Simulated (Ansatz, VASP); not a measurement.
Two plane-wave programs on WF2

```
W F
1.0
     0.00000    2.67970    2.67970
     2.67970    0.00000    2.67970
     2.67970    2.67970    0.00000
W F
1 2
Cartesian
  0.0000 0.0000 0.0000
  1.3399 1.3399 1.3399
  4.0196 4.0196 4.0196
```

Alike in both runs: functional PBE; k mesh 10 × 10 × 10; occupations gaussian, width 0.02 eV; no spin polarisation; Hubbard terms W d U = 6.2 eV.

Ansatz relaxed the structure, and its values are those at the end. VASP's run is a single point on that final structure, the one shown.

|  | VASP | Ansatz |
| --- | --- | --- |
| version | VASP 6.6.1 | Ansatz 0.2.0 |
| potentials or method | VASP PAW PBE potentials, release 64 (W_sv, F) | scalar-relativistic, plane waves, PAW |
| plane-wave cutoff (eV) | 520 | 420 |
| valence electrons in the cell | 28 | 28 |

Ansatz gave:

```
pressure (GPa) : 0.0
```

**Question.** What did VASP give for the same quantities?

**Answer.** Pressure (GPa): 0.2.

The programs project onto different local orbitals, so the same U acts differently.

Caveats: U without spin polarisation on a metal has little footing. Spin-orbit coupling is left out, which matters for the levels of W.
